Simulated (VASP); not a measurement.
Given:

```
CELL_PARAMETERS angstrom
      0.00000     2.43511     2.43511
      2.43511     0.00000     2.43511
      2.43511     2.43511     0.00000
ATOMIC_POSITIONS crystal
  Y  0.00000 0.00000 0.00000
  N  0.50000 0.50000 0.50000
```

All values below come from PBE GGA with D3 dispersion (zero damping), VASP's PBE PAW potentials (set 64) (plane waves; VASP). Run with 520 eV cut-off, 10×10×10 Γ-centred mesh, tetrahedra with Blöchl corrections, potentials Y_sv N.

Q: What does the run give for the energy per atom (σ→0), band gap (on the k-mesh) with the smallest direct gap where there is one?

A: 
```yaml
band gap (on the k-mesh): 0.17 eV
smallest direct gap (on the k-mesh): 0.55 eV
energy per atom (σ→0): -9.351 eV/atom
```

Total energies compare only between runs with the same potentials, cut-off and functional.

The compound is YN in the rock salt structure. It was relaxed first.
